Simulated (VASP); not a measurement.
Consider the following.

```
CELL_PARAMETERS angstrom
      4.08507     0.00000     0.00000
      0.00000     4.08507     0.00000
      0.00000     0.00000     4.08507
ATOMIC_POSITIONS crystal
  Sc 0.00000 0.00000 0.00000
  Al 0.00000 0.50000 0.50000
  Al 0.50000 0.00000 0.50000
  Al 0.50000 0.50000 0.00000
```

Method: r2SCAN meta-GGA, VASP's PBE PAW potentials (set 64) (plane waves; VASP). Run with PREC = Normal, EDIFF = 1E-5, 400 eV cut-off, 10×10×10 Γ-centred mesh, first-order Methfessel-Paxton smearing of 0.10 eV, potentials Sc_sv Al.

Question: What does the run give for the energy per atom (σ→0), band gap (on the k-mesh) with the smallest direct gap where there is one?

Answer: 
band gap (on the k-mesh): none (metal, semimetal or under 0.01 eV)
energy per atom (σ→0): -8.376 eV/atom

The absolute energy has meaning only against runs of the same code, potentials and settings.

The compound is Al3Sc in the L1_2 structure. It was relaxed first.
